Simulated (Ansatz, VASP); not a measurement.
La3LuO2 in VASP and in Ansatz

```xyz
6
Lattice="5.8094 0.0000 0.0000 0.0000 5.8094 0.0000 0.0000 0.0000 6.4419" Properties=species:S:1:pos:R:3 pbc="T T T"
La    2.9047    2.9047    3.2209
La    0.0000    2.9047    0.0000
La    2.9047    0.0000    0.0000
Lu    0.0000    0.0000    0.0000
O     0.0000    0.0000    1.9882
O     0.0000    0.0000    4.4536
```

Alike in both runs: functional PBE; k mesh 4 × 4 × 4; occupations gaussian, width 0.1 eV; no spin polarisation.

Ansatz relaxed the structure, and its values are those at the end. VASP's run is a single point on that final structure, the one shown.

|  | VASP | Ansatz |
| --- | --- | --- |
| version | VASP 6.6.1 | Ansatz 0.2.0 |
| potentials or method | VASP PAW PBE potentials, release 64 (La, Lu, O) | scalar-relativistic, plane waves, PAW |
| plane-wave cutoff (eV) | 520 | 420 |
| valence electrons in the cell | 70 | 70 |

Ansatz gave:

```
gap on the k mesh at the Fermi level (eV) : none
pressure (GPa)                            : 0.0
rms of the force components (eV/Å)        : 0.002
```

**Question.** What did VASP give for the same quantities?

**Answer.** gap on the k mesh at the Fermi level (eV): none; pressure (GPa): 0.2; rms of the force components (eV/Å): 0.065.

A gap of «none» marks a metal or a gap that the smearing closes.

Spin-orbit coupling is left out, which matters for the levels of La, Lu.
